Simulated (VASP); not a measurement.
OSZICAR of a VASP run on NiSb (NiAs type):

File OSZICAR:
```
       N       E                     dE             d eps       ncg     rms          rms(c)
DAV:   1     0.167134719589E+03    0.16713E+03   -0.12518E+04  2128   0.162E+03
DAV:   2    -0.194905733999E+02   -0.18663E+03   -0.18121E+03  2134   0.324E+02
DAV:   3    -0.289028057481E+02   -0.94122E+01   -0.91117E+01  2472   0.917E+01
DAV:   4    -0.291699518206E+02   -0.26715E+00   -0.26529E+00  2484   0.145E+01
DAV:   5    -0.291775817884E+02   -0.76300E-02   -0.76245E-02  2668   0.251E+00    0.208E+01
DAV:   6    -0.295134385636E+02   -0.33586E+00   -0.11769E+02  2301   0.201E+02    0.325E+01
DAV:   7    -0.178658507951E+02    0.11648E+02   -0.32570E+01  2299   0.119E+02    0.813E+00
DAV:   8    -0.174432054514E+02    0.42265E+00   -0.57086E+00  3027   0.350E+01    0.341E+00
DAV:   9    -0.175440917369E+02   -0.10089E+00   -0.32674E-01  2292   0.580E+00    0.192E+00
DAV:  10    -0.174929740389E+02    0.51118E-01   -0.15537E-01  2337   0.751E+00    0.921E-01
DAV:  11    -0.175216031077E+02   -0.28629E-01   -0.85034E-02  2307   0.570E+00    0.120E+00
DAV:  12    -0.174995698305E+02    0.22033E-01   -0.76323E-02  2322   0.529E+00    0.429E-01
DAV:  13    -0.175000832538E+02   -0.51342E-03   -0.31518E-03  2585   0.548E-01    0.287E-01
DAV:  14    -0.175001433278E+02   -0.60074E-04   -0.67408E-05  2625   0.747E-02    0.341E-01
DAV:  15    -0.174997500348E+02    0.39329E-03   -0.32592E-04  2729   0.327E-01    0.885E-02
DAV:  16    -0.174995793221E+02    0.17071E-03   -0.14227E-04  3107   0.188E-01    0.248E-02
DAV:  17    -0.174996046144E+02   -0.25292E-04   -0.54052E-05  2338   0.138E-01    0.906E-03
DAV:  18    -0.174995427918E+02    0.61823E-04   -0.65978E-06  2495   0.462E-02    0.313E-03
DAV:  19    -0.174995545387E+02   -0.11747E-04   -0.62385E-07  2200   0.118E-02    0.211E-03
DAV:  20    -0.174995481783E+02    0.63604E-05   -0.18720E-07  1252   0.807E-03    0.219E-03
DAV:  21    -0.174995522746E+02   -0.40963E-05   -0.64244E-08  1133   0.343E-03    0.716E-04
DAV:  22    -0.174995524577E+02   -0.18310E-06   -0.15798E-08  1124   0.185E-03    0.295E-04
DAV:  23    -0.174995520135E+02    0.44425E-06   -0.25319E-09  1115   0.912E-04    0.130E-04
DAV:  24    -0.174995520728E+02   -0.59288E-07   -0.93776E-10  1118   0.354E-04
   1 F= -.17499552E+02 E0= -.17499552E+02  d E =0.000000E+00
       N       E                     dE             ncg
```

**Question.** Which electronic solver shows in the log?

**Answer.** It is blocked Davidson (ALGO = Normal, or the opening steps of other solvers). The INCAR had ALGO = Normal.

**Question.** How was spin treated?

**Answer.** Without spin polarisation: there is no mag entry.

**Question.** Can the final energy be trusted as converged?

**Answer.** Self-consistency was reached. It stopped with EDIFF = 1E-7, NELM = 100 (MS2 meta-GGA, plane waves, VASP's PBE PAW potentials (set 64)).

The compound is NiSb in the NiAs type structure. It was relaxed first. The run is not spin-polarised, so no magnetic state was tried.
